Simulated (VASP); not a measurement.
OSZICAR of a VASP run on WO (relaxed from the CsCl type structure, space group Pm-3m):

**OSZICAR**
```
       N       E                     dE             d eps       ncg     rms          rms(c)
DAV:   1     0.107317319158E+03    0.10732E+03   -0.11518E+04  3374   0.165E+03
DAV:   2    -0.584074862971E+02   -0.16572E+03   -0.16185E+03  4182   0.420E+02
DAV:   3    -0.640104308688E+02   -0.56029E+01   -0.55167E+01  3612   0.744E+01
DAV:   4    -0.640504510637E+02   -0.40020E-01   -0.40026E-01  3618   0.686E+00
DAV:   5    -0.640507542605E+02   -0.30320E-03   -0.30293E-03  3534   0.591E-01    0.188E+01
DAV:   6    -0.562274015634E+02    0.78234E+01   -0.71477E+00  4100   0.292E+01    0.471E+00
DAV:   7    -0.564424816474E+02   -0.21508E+00   -0.35533E-01  3378   0.718E+00    0.340E+00
DAV:   8    -0.563098883111E+02    0.13259E+00   -0.31085E-01  3444   0.639E+00    0.736E-01
DAV:   9    -0.564131274594E+02   -0.10324E+00   -0.23977E-01  3360   0.516E+00    0.230E-01
DAV:  10    -0.564466405447E+02   -0.33513E-01   -0.43338E-02  3408   0.221E+00    0.178E-01
DAV:  11    -0.564471149802E+02   -0.47444E-03   -0.77932E-03  3396   0.820E-01    0.143E-01
DAV:  12    -0.564492745974E+02   -0.21596E-02   -0.27440E-03  3600   0.511E-01    0.568E-02
DAV:  13    -0.564490128219E+02    0.26178E-03   -0.69015E-04  3480   0.307E-01    0.220E-02
DAV:  14    -0.564490083368E+02    0.44851E-05   -0.20043E-05  3444   0.487E-02    0.886E-03
DAV:  15    -0.564489994566E+02    0.88802E-05   -0.32571E-06  3726   0.154E-02    0.211E-03
DAV:  16    -0.564490014296E+02   -0.19730E-05   -0.25015E-07  3352   0.512E-03    0.187E-03
DAV:  17    -0.564489991020E+02    0.23276E-05   -0.26923E-07  3216   0.683E-03    0.324E-04
DAV:  18    -0.564489987388E+02    0.36321E-06   -0.61288E-08  1680   0.257E-03    0.189E-04
DAV:  19    -0.564489987287E+02    0.10049E-07   -0.29488E-09  1680   0.623E-04
   1 F= -.56448999E+02 E0= -.56448999E+02  d E =0.000000E+00
       N       E                     dE             ncg
```

Question: Which electronic solver shows in the log?

Answer: It is blocked Davidson (ALGO = Normal, or the opening steps of other solvers). The INCAR had ALGO = Normal.

Question: Can the final energy be trusted as converged?

Answer: The run converged. It stopped with EDIFF = 1E-7, NELM = 100 (r2SCAN meta-GGA, plane waves, VASP's PBE PAW potentials (set 64)).

The structure was generated: WO was put into the CsCl type type (Pm-3m), which need not be its known phase. It was relaxed first, which changed the volume by -15 %.
